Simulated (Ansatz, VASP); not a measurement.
## One calculation of CsSi2, two programs

```
Cs Si
1.0
     6.37157   -0.06372    0.00000
    -3.24096    5.54980    0.00000
     0.00000    0.00000    4.47866
Cs Si
1 2
Cartesian
  0.0000 0.0000 0.0000
  3.1674 1.8074 1.1214
  3.1674 1.8074 3.3572
```

Change from the starting cell: strain = -0.02.

Alike in both runs: task single point; functional PBE; k mesh 5 × 5 × 6; occupations fermi-dirac, width 0.05 eV; no spin polarisation.

|  | VASP | Ansatz |
| --- | --- | --- |
| version | VASP 6.6.1 | Ansatz 0.2.0 |
| potentials or method | VASP PAW PBE potentials, release 64 (Cs_sv, Si) | Ansatz PAW |
| plane-wave cutoff (eV) | 520 | 420 |
| valence electrons in the cell | 17 | 17 |

|  | VASP | Ansatz | Ansatz less VASP |
| --- | --- | --- | --- |
| gap on the k mesh at the Fermi level (eV) | none | none | - |
| pressure (GPa) | -0.5 | -0.5 | +0.02 |
| largest component of the traceless stress (GPa) | 1.06 | 0.99 | -0.071 |
| rms of the force components (eV/Å) | 0.079 | 0.081 | +0.0014 |

Atom by atom the forces differ by 0.001 eV/Å (rms over components). A gap of «none» marks a metal or a gap that the smearing closes.

Spin-orbit coupling is left out, which matters for the levels of Cs.
